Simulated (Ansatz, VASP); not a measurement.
## Cross-check of BAs between VASP and Ansatz

Wanted: the spread between two codes on one cell, functional and k mesh. The cell is taken from a series of runs on this material, whose earlier steps may have relaxed, scaled, displaced or heated it; both programs get it as it stands.

Program: Ansatz 0.2.0. Level of theory: plane waves, with VASP 6.6.1 beside it; zone-centre phonons at LDA. Results are calculated unless marked as measured.

### Step 1. Starting point

The structure is cubic, space group F-43m (No. 216). Conventional cell: a = 4.732 Å, b = 4.732 Å, c = 4.732 Å, α = 90.00°, β = 90.00°, γ = 90.00°. Nearest to B lie 4 As at 2.05 Å. As has 4 B at 2.05 Å nearest. Farther neighbours are not listed.

### Step 2. Ansatz: zone-centre phonons, LDA

Ansatz runs on its PAW soft_1 files.

Second derivatives magnify differences that forces hide, and they need a tight electronic threshold.

The input, input.yaml:

```yaml
crystal:
  lattice:
    - [0.0, 2.3658309558, 2.3658309558]
    - [2.3658309558, 0.0, 2.3658309558]
    - [2.3658309558, 2.3658309558, 0.0]
  atoms:
    - { symbol: B, position: [0.0, 0.0, 0.0] }
    - { symbol: As, position: [0.75, 0.75, 0.75] }
total_charge: -0.026484
kpoints:
  mp_grid: { grid: [29, 29, 29] }
hamiltonian:
  xc: lda
  pseudopotentials: { kind: paw, azcp: { folder: soft_1 }, xc_functional: pbe }
scf:
  occupations: { method: fermi_dirac, width: 0.03 }
output:
  eigenvalues: true
phonons:
  method: dfpt
```

Command:

```console
> ansatz run input.yaml --threads 4 --pin off --max-ram 16384MiB --backend cpu --events-out ev --progress --plain --runs-dir out
```

Numbers of over 12 decimals in the logs are rounded to 6 here.

The program printed:

```text
zone centre: on kpoints.mp_grid the ground state, and the responses unless they are solved on pairs of k-points, stand on 1800 of the mesh's 24389 k-points, reduced under 8 symmetry operations, with k and −k counted as one. Each operation leaves every solved displacement unchanged or reverses it
Engine: ansatz 0.2.0, aarch64-unknown-linux-gnu
Pseudopotentials: kind: paw
Pseudopotential: B, paw, valence charge 3, recommended cutoff 420 eV (normal), soft_1/B.paw.azcp
Pseudopotential: As, paw, valence charge 15, recommended cutoff 420 eV (normal), soft_1/As.paw.azcp
Functional definition: SPW92
  exchange = slater_x
  correlation = pw_c
Crystal: 2 atoms, lattice volume = 26.484 Å³
Basis set: ecut = 420 eV, 531 PW (Γ), exchange–correlation on 48×48×48 points (8 copies of the dense FFT grid, shifted against one another)
Bands: 14, of which v1, the nominal top of the filled ones, is band 9 counted from 1 (8 counted from 0)
Symmetry: 24 space group operations
k-points: 1800 of 24389 (irreducible under 8 space group operations, time reversal used)
Non-local potential: B, projectors of the file, l = 0: 2, l = 1: 2, l = 2: 1
Non-local potential: As, projectors of the file, l = 0: 2, l = 1: 2, l = 2: 3, l = 3: 1
PAW form: soft (Blöchl's): semilocal exchange-correlation on the pseudo side does not see the compensation charge
PAW frozen core: B, regenerated for the run's functional, and the local potential with it (the file was generated under x = pbe(κ = 0.804, μ = 0.219515), c = pbe(β = 0.066725))
PAW frozen core: As, regenerated for the run's functional, and the local potential with it (the file was generated under x = pbe(κ = 0.804, μ = 0.219515), c = pbe(β = 0.066725))
PAW one-centre angular grid: B, 110 points (default); XC on 64 Gauss nodes
PAW one-centre angular grid: As, 590 points (default); XC on 64 Gauss nodes
Initial density: superposition of atomic densities (chi_scale 0.1, normalization cell, long waves kept (reshape's long-wave potential 0.00 eV rms))
Initial wavefunctions: pseudopotential atomic-orbital guess
Functional: x = slater, c = lda
SCF iter   1: F=—  HF=-4923.937629 eV  |F-HF|=—  |Δ(HF+E_count)|=         —  Δρ=7.98e-2  dr2=2.18e0  ethr=3.10e-3  ⟨swp⟩=5.9  Hψ=151724  notcnv=0
preconditioner: auto → none  [metal: Δε(μ)=0.026 eV  Ē_g=13.733 eV  σ=0.030 eV  W_gap=0.21  n_scr=8 (ndim 8)  ℏωp=20.4 eV  f_vac=0.000  D(μ)=0.17/eV (n_scr^D=0)  sad-step TF]
SCF iter   2: F=—  HF=-4923.419104 eV  |F-HF|=—  |Δ(HF+E_count)|=   5.19e-1  Δρ=4.18e-2  dr2=5.82e-1  ethr=3.10e-3  ⟨swp⟩=2.0  Hψ=47230  notcnv=0  defer=1470
SCF iter   3: F=—  HF=-4923.224826 eV  |F-HF|=—  |Δ(HF+E_count)|=   1.94e-1  Δρ=7.36e-3  dr2=2.02e-2  ethr=3.10e-3  ⟨swp⟩=3.0  Hψ=38861  notcnv=0  defer=1470
SCF iter   4: F=—  HF=-4923.214563 eV  |F-HF|=—  |Δ(HF+E_count)|=   1.03e-2  Δρ=1.30e-3  dr2=3.19e-4  ethr=1.12e-4  ⟨swp⟩=2.7  Hψ=50295  notcnv=0  defer=1470
SCF iter   5: F=—  HF=-4923.214434 eV  |F-HF|=—  |Δ(HF+E_count)|=   1.30e-4  Δρ=4.93e-4  dr2=2.99e-5  ethr=1.77e-6  ⟨swp⟩=2.0  Hψ=41058  notcnv=0  defer=1470
SCF iter   6: F=—  HF=-4923.214458 eV  |F-HF|=—  |Δ(HF+E_count)|=   2.45e-5  Δρ=4.35e-5  dr2=2.76e-7  ethr=1.66e-7  ⟨swp⟩=1.9  Hψ=28470  notcnv=0  defer=1470
SCF iter   7: F=—  HF=-4923.214458 eV  |F-HF|=—  |Δ(HF+E_count)|=   7.17e-8  Δρ=4.28e-6  dr2=2.16e-9  ethr=1.53e-9  ⟨swp⟩=2.0  Hψ=39036  notcnv=0  defer=1470
SCF iter   8: F=-4923.214458 eV  HF=-4923.214458 eV  |F-HF|=2.73e-12  |Δ(HF+E_count)|=   1.05e-9  Δρ=1.64e-7  dr2=4.63e-12  ethr=1.00e-12  ⟨swp⟩=9.3  Hψ=151374  notcnv=0
SCF 1 converged in 8 iterations: F = -4923.214458 eV  dr2 = 4.63e-12
  greatest PAW one-centre occupation: 0.999 electrons in one spin orbital (limit 2), on the As atom at site 1 (counted from 0), in its partial waves of l = 2
DFPT response loops at Γ: preconditioner auto → Kerker (q_TF=auto, 2.559 Å⁻¹) (partly filled bands, converged f_vac=0.000); β = 1.00, the filter's whole step (`scf.mixing.beta` (0.50) is not read by the response loops under this deck's `scf.mixing.preconditioner`; to damp them name `kerker` or `kerker_dos`, under which they read `scf.mixing.beta`, and type it under 1.00, their step now; both keys bind the ground state too); Broyden in place of MSR1
SCF converged after 8 iterations
Free energy (F): -4923.214458 eV
Harris-Foulkes:  -4923.214458 eV  (|F-HF|=2.73e-12)
Internal energy: -4923.213978 eV  (E = F + TS)
E sigma→0 (E₀):  -4923.214218 eV
Entropy (-TS):   -0.000480 eV (-0.240 meV/atom)
Fermi energy:    12.217805 eV
--- Per-component energies (eV) ---
  E_band       = -217.181071
  E_kinetic    = 148.986468
  E_local      = -1936.218629  (includes V_loc(G=0)·N_el)
  E_nonlocal   = -379.939806
  E_hartree    = 1093.271122
  E_xc         = -103.769051
  E_vxc        = -113.741600  (∫ρ·V_xc dr)
  E_paw        = -2005.354023  (= ΣΔE_a)
  E_vpaw       = -122.809745  (= ΣTr[D̂ρ^β])
  E_aug_tail   = -0.000004  (compensation charges beyond the density's cutoff)
  E_ewald      = -1742.311119
  E_core_change = 2.121063  (= ΣΔE_core)
  E_smearing   = -0.000480  (= −TS)
  E_closure    = 0.000000  (closes the sum)
  E_deformation_potential = -0.461982  (in the stress; not in F)
  Σ components = -4923.214458   (vs F -4923.214458, Δ=0.00e0)
--- Band table (eV; the first three rows and the last of 1800) ---
  k-point 0: bands = [... 5 lower, -4.8010, 10.8529, 10.8529, 10.8529, 14.1397, 14.1397, 14.1397, 15.8635, ... 1 higher]
  k-point 1: bands = [... 5 lower, -4.7810, 10.6395, 10.8104, 10.8104, 14.1951, 14.1951, 14.2004, 15.9666, ... 1 higher]
  k-point 2: bands = [... 5 lower, -4.7210, 10.0936, 10.6929, 10.6929, 14.2953, 14.3492, 14.3492, 16.2713, ... 1 higher]
  k-point 1799: bands = [... 5 lower, -0.3824, 2.8051, 5.1290, 5.5655, 15.9968, 16.8013, 17.5826, 18.2631, ... 1 higher]
--- Phonons (Γ-DFPT): 2 representative perturbations + reference, on 1800 of 24389 k-points (Σ response iterations 6) ---
  k mesh reduced under 8 symmetry operations, with k and −k counted as one. Each operation leaves every solved displacement unchanged or reverses it
  ASR residual: 1.065e-4 → 0.000e0 eV/Å²; symmetrization residual: 7.950e-7 eV/Å²
  ASR residual per site (eV/Å²): 1.07e-4 1.84e-5
  Γ frequencies (cm⁻¹): 0.00 0.00 0.00 690.80 690.80 690.80
  non-analytic LO–TO correction: not included (Born effective charges unavailable; polar crystals: no LO–TO splitting at Γ)
```

### Step 3. VASP: zone-centre phonons, LDA

The same cell, functional (in two slightly different forms), mesh and smearing now go to VASP, with its own data sets.

Lines of VASP's logs that name or quote its potential files are left out, and so is its time.

The input, INCAR:

```
SYSTEM = BAs
PREC = Accurate
ENCUT = 500
EDIFF = 1E-08
NELM = 120
ISMEAR = -1
SIGMA = 0.03
LREAL = .FALSE.
ALGO = Normal
GGA = PW92
NELECT = 8.026484
NBANDS = 10
LORBIT = 11
LWAVE = .FALSE.
LCHARG = .FALSE.
ISIF = 2
IBRION = 8
LASPH = .TRUE.
GGA_COMPAT = .FALSE.
KPAR = 2
```

The input, POSCAR:

```
BAs
1.0
    0.0000000000      2.3658309558      2.3658309558
    2.3658309558      0.0000000000      2.3658309558
    2.3658309558      2.3658309558      0.0000000000
B As
1 1
Direct
    0.0000000000      0.0000000000      0.0000000000
    0.7500000000      0.7500000000      0.7500000000
```

The input, KPOINTS:

```
Automatic mesh
0
Gamma
29 29 29
0 0 0
```

Potentials, in the order of the species: B and As (LDA family, release 64).

Command:

```console
> mpirun -np 2 vasp_std
```

The program printed:

```text
[banner, memory and clock lines left out]
running    2 mpi-ranks, on    1 nodes
 distrk:  each k-point on    1 cores,    2 groups
 distr:  one band on    1 cores,    1 groups

 POSCAR found type information on POSCAR B As
 POSCAR found :  2 types and       2 ions
|                                                                             |
|               ----> ADVICE to this user running VASP <----                  |
|                                                                             |
|     You enforced a specific xc type in the INCAR file but a different       |
|     [... a line on the potential file left out ...]
|     I HOPE YOU KNOW WHAT YOU ARE DOING!                                     |
|                                                                             |

 LDA part: xc-table for (Slater(with rela. corr.)+PW92), standard interpolation
 POSCAR, INCAR and KPOINTS ok, starting setup
 FFT: planning ... GRIDC
 FFT: planning ... GRID_SOFT
 FFT: planning ... GRID
 WAVECAR not read
 entering main loop
       N       E                     dE             d eps       ncg     rms          rms(c)
DAV:   1     0.108797454477E+02    0.10880E+02   -0.37519E+03 13616   0.685E+02
DAV:   2    -0.128740562631E+02   -0.23754E+02   -0.22754E+02 19076   0.107E+02
DAV:   3    -0.135153511233E+02   -0.64129E+00   -0.63977E+00 16226   0.174E+01
DAV:   4    -0.135171270328E+02   -0.17759E-02   -0.17758E-02 16424   0.102E+00
DAV:   5    -0.135171298515E+02   -0.28187E-05   -0.28184E-05 15932   0.410E-02BRMIX: very serious problems
 the old and the new charge density differ
 old charge density:     8.00000 new    8.02648
BRMIX: very serious problems
 the old and the new charge density differ
 old charge density:     8.00000 new    8.02648
    0.525E+00
DAV:   6    -0.128240127622E+02    0.69312E+00   -0.18635E+00 14684   0.603E+00    0.248E+00
DAV:   7    -0.127363833527E+02    0.87629E-01   -0.21908E-01 16348   0.251E+00    0.908E-01
DAV:   8    -0.127227924226E+02    0.13591E-01   -0.25118E-02 14826   0.888E-01    0.104E-01
DAV:   9    -0.127228149255E+02   -0.22503E-04   -0.71395E-04 15718   0.181E-01    0.594E-02
DAV:  10    -0.127228191976E+02   -0.42721E-05   -0.85172E-05 14730   0.554E-02    0.146E-02
DAV:  11    -0.127228205643E+02   -0.13667E-05   -0.14997E-06 16714   0.928E-03    0.133E-02
DAV:  12    -0.127228203983E+02    0.16603E-06   -0.84410E-07 15012   0.404E-03    0.285E-03
DAV:  13    -0.127228204004E+02   -0.21544E-08   -0.28044E-08 15612   0.127E-03
   1 F= -.12722820E+02 E0= -.12722580E+02  d E =-.481519E-03
 Linear response reoptimize wavefunctions to high precision
DAV:   1    -0.127228203995E+02    0.90512E-09   -0.59799E-09 15052   0.361E-04
DAV:   2    -0.127228203995E+02   -0.13472E-10   -0.13337E-10  8450   0.978E-05
 Linear response DOF=           2
 Linear response progress:
  Degree of freedom:   1/  2
       N       E                     dE             d eps       ncg     rms          rms(c)
RMM:   1    -0.440403453024E-01   -0.44040E-01    0.13325E-03161977   0.110E+00
RMM:   2    -0.411980928053E-01    0.28423E-02   -0.10057E-03105873   0.216E-01    0.104E-01
RMM:   3    -0.412493461144E-01   -0.51253E-04   -0.13599E-04111899   0.724E-02    0.539E-02
RMM:   4    -0.415572931006E-01   -0.30795E-03   -0.12673E-04109756   0.663E-02    0.750E-03
RMM:   5    -0.415372584626E-01    0.20035E-04    0.96427E-07116601   0.706E-03    0.711E-04
RMM:   6    -0.415355360527E-01    0.17224E-05    0.93073E-08115675   0.541E-04    0.271E-04
RMM:   7    -0.415348638383E-01    0.67221E-06    0.40458E-08118135   0.234E-04    0.477E-05
RMM:   8    -0.415349631963E-01   -0.99358E-07    0.34835E-09119044   0.478E-05    0.134E-05
RMM:   9    -0.415349197851E-01    0.43411E-07    0.66647E-10123301   0.297E-05    0.158E-06
RMM:  10    -0.415349194759E-01    0.30925E-09    0.56583E-09110657   0.206E-05    0.425E-07
 first order change of Fermi-energy   0.49248E-04
 force on displaced ion       1 direction 1 : -16.815   0.000   0.000
 Linear response progress:
  Degree of freedom:   2/  2
       N       E                     dE             d eps       ncg     rms          rms(c)
RMM:   1    -0.400608961990E-01   -0.40061E-01    0.29915E-02163606   0.115E+00
RMM:   2    -0.378422340829E-01    0.22187E-02   -0.10679E-03107375   0.216E-01    0.968E-02
RMM:   3    -0.377348122157E-01    0.10742E-03   -0.33128E-05115387   0.264E-02    0.565E-02
RMM:   4    -0.377820018117E-01   -0.47190E-04   -0.38399E-05113712   0.290E-02    0.311E-03
RMM:   5    -0.377734916045E-01    0.85102E-05   -0.20050E-06119084   0.240E-03    0.881E-04
RMM:   6    -0.377695035053E-01    0.39881E-05   -0.30333E-08118237   0.413E-04    0.111E-04
RMM:   7    -0.377689159373E-01    0.58757E-06    0.10569E-07121218   0.103E-04    0.395E-05
RMM:   8    -0.377689270703E-01   -0.11133E-07    0.32737E-08123356   0.315E-05    0.156E-05
RMM:   9    -0.377689502255E-01   -0.23155E-07    0.10774E-08121071   0.244E-05    0.450E-07
RMM:  10    -0.377689504540E-01   -0.22859E-09    0.28015E-08 89092   0.206E-05    0.266E-07
 first order change of Fermi-energy  -0.14158E-04
 force on displaced ion       2 direction 1 : -16.816  -0.000  -0.000
 Linear response finished
```

From OUTCAR (step 3):

```text
NELECT = 8.026484

 ion  position               nearest neighbor table
   1  0.000  0.000  0.000-   2 2.05   2 2.05   2 2.05   2 2.05
   2  0.750  0.750  0.750-   1 2.05   1 2.05   1 2.05   1 2.05

  LATTYP: Found a face centered cubic cell.
 ALAT       =     4.7316619116

 Subroutine GETGRP returns: Found 24 space group operations
 (whereof 24 operations were pure point group operations)

The static configuration has the point symmetry T_d .

 Found    680 irreducible k-points:

   k-points           NKPTS =    680   k-points in BZ     NKDIM =    680   number of bands    NBANDS=     10

   dimension x,y,z NGX =    24 NGY =   24 NGZ =   24
   dimension x,y,z NGXF=    48 NGYF=   48 NGZF=   48

   ENCUT  =  500.0 eV  36.75 Ry    6.06 a.u.   6.10  6.10  6.10*2*pi/ulx,y,z

 k-points in reciprocal lattice and weights: Automatic mesh
   0.00000000  0.00000000  0.00000000       0.000
   0.03448276  0.00000000  0.00000000       0.000
   0.06896552  0.00000000  0.00000000       0.000
   0.10344828  0.00000000  0.00000000       0.000
   0.13793103  0.00000000  0.00000000       0.000
   0.17241379  0.00000000  0.00000000       0.000
   0.20689655  0.00000000  0.00000000       0.000
   0.24137931  0.00000000  0.00000000       0.000
   0.27586207  0.00000000  0.00000000       0.000
[...]
-0.27586207  0.48275862  0.20689655       0.001
  -0.27586207  0.48275862  0.24137931       0.001

 average (electrostatic) potential at core
       1 -31.5832       2 -51.7087

  Total        0.4284577      0.4284577      0.4284577     -0.0000000     -0.0000000      0.0000000
  in kB       25.9201452     25.9201452     25.9201452     -0.0000000     -0.0000000      0.0000000
  external PRESSURE =      25.9201452 kB  Pullay stress =       0.0000000 kB

  energy-cutoff  :      500.00
  volume of cell :       26.48
      direct lattice vectors                 reciprocal lattice vectors
     0.000000000  2.365830956  2.365830956    -0.211342234  0.211342234  0.211342234
     2.365830956  0.000000000  2.365830956     0.211342234 -0.211342234  0.211342234
     2.365830956  2.365830956  0.000000000     0.211342234  0.211342234 -0.211342234

 POSITION                                       TOTAL-FORCE (eV/Angst)
 -----------------------------------------------------------------------------------
      0.00000      0.00000      0.00000        -0.000000      0.000000     -0.000000
      3.54875      3.54875      3.54875         0.000000     -0.000000      0.000000
 -----------------------------------------------------------------------------------
    total drift:                               -0.000000     -0.000000     -0.000000

 Eigenvectors and eigenvalues of the dynamical matrix
 ----------------------------------------------------

   1 f  =   20.856374 THz   131.044461 2PiTHz  695.693743 cm-1    86.254992 meV
             X         Y         Z           dx          dy          dz
      0.000000  0.000000  0.000000    -0.934824    0.000000    0.000000
      3.548746  3.548746  3.548746     0.355111    0.000000    0.000000

   2 f  =   20.856374 THz   131.044461 2PiTHz  695.693743 cm-1    86.254992 meV
             X         Y         Z           dx          dy          dz
      0.000000  0.000000  0.000000     0.000000   -0.934824   -0.000000
      3.548746  3.548746  3.548746     0.000000    0.355111    0.000000

   3 f  =   20.856374 THz   131.044461 2PiTHz  695.693743 cm-1    86.254992 meV
             X         Y         Z           dx          dy          dz
      0.000000  0.000000  0.000000     0.000000   -0.000000    0.934824
      3.548746  3.548746  3.548746     0.000000   -0.000000   -0.355111

   4 f/i=    0.000087 THz     0.000549 2PiTHz    0.002917 cm-1     0.000362 meV
             X         Y         Z           dx          dy          dz
      0.000000  0.000000  0.000000     0.000000    0.317059   -0.159929
      3.548746  3.548746  3.548746     0.000000    0.834653   -0.421011

   5 f/i=    0.000087 THz     0.000549 2PiTHz    0.002917 cm-1     0.000362 meV
             X         Y         Z           dx          dy          dz
      0.000000  0.000000  0.000000    -0.355111    0.000000    0.000000
      3.548746  3.548746  3.548746    -0.934824    0.000000    0.000000

   6 f/i=    0.000087 THz     0.000549 2PiTHz    0.002917 cm-1     0.000362 meV
             X         Y         Z           dx          dy          dz
      0.000000  0.000000  0.000000     0.000000    0.159929    0.317059
      3.548746  3.548746  3.548746     0.000000    0.421011    0.834653

 ELASTIC MODULI CONTR FROM IONIC RELAXATION (kBar)
 Direction    XX          YY          ZZ          XY          YZ          ZX
 --------------------------------------------------------------------------------
 XX          -0.0000     -0.0000     -0.0000     -0.0000     -0.0000      0.0000
 YY          -0.0000     -0.0000     -0.0000     -0.0000     -0.0000      0.0000
 ZZ          -0.0000     -0.0000     -0.0000     -0.0000     -0.0000      0.0000
 XY          -0.0000     -0.0000     -0.0000   -274.8990     -0.0000     -0.0000
 YZ          -0.0000     -0.0000     -0.0000     -0.0000   -274.8990     -0.0000
 ZX           0.0000      0.0000      0.0000     -0.0000     -0.0000   -274.8990
 --------------------------------------------------------------------------------
```

The cell is charged against a uniform background.

### Step 4. Side by side

Known differences besides the potentials themselves: the cutoff is 420 eV in Ansatz and 500 eV in VASP; VASP's log shows a relativistic correction to its local exchange, Ansatz's none. Total energies have different zeros and are not compared.

Both answers:

| quantity | Ansatz | VASP | difference |
| --- | --- | --- | --- |
| optical mode 1 to 3 (cm⁻¹) | 690.8 | 695.7 | -0.70 % |

Modes are paired by rising frequency, not by their patterns, so a pair may set unlike modes beside each other; they are those without the splitting of longitudinal modes. The cell carries a charge of -0.026484 e against a uniform background, so its pressure also hangs on how the neutralising background is counted, and in a defect's cell a gap may be the spacing between its levels.

### Step 5. Outcome

```json
{"r.m.s. difference of the optical zone-centre modes, each program's sorted by frequency (zone-centre phonons, LDA)": "4.9 cm⁻¹", "difference in optical mode 1 to 3 (zone-centre phonons, LDA)": "-0.7 %"}
```

**Reading.** The r.m.s. difference of the optical zone-centre modes, each program's sorted by frequency is 4.9 cm⁻¹ (zone-centre phonons, LDA). The data sets hold unlike numbers of valence electrons (18.0265 in Ansatz and 8.0265 in VASP), so part of the differences comes from the potentials. Among the rows given in per cent, the largest difference of the zone-centre phonons, LDA pair is in optical mode 1 to 3, -0.7 %. Such differences can come from data sets, numerical settings and the points named under the comparisons, not from the functional's error against experiment.

[Lines on the potential files, build, host, timing and source positions are cut from VASP's logs without a mark.]

[Logs are printed without paths, hosts, clocks, repeated set-up lines and the standing remarks that a program may print on its own settings, such as how far it seeks lower states.]

[Hosts, paths, dates, database ids (printed as entryN), source tags and the programs' standing remarks are cut or masked in the printed files.]
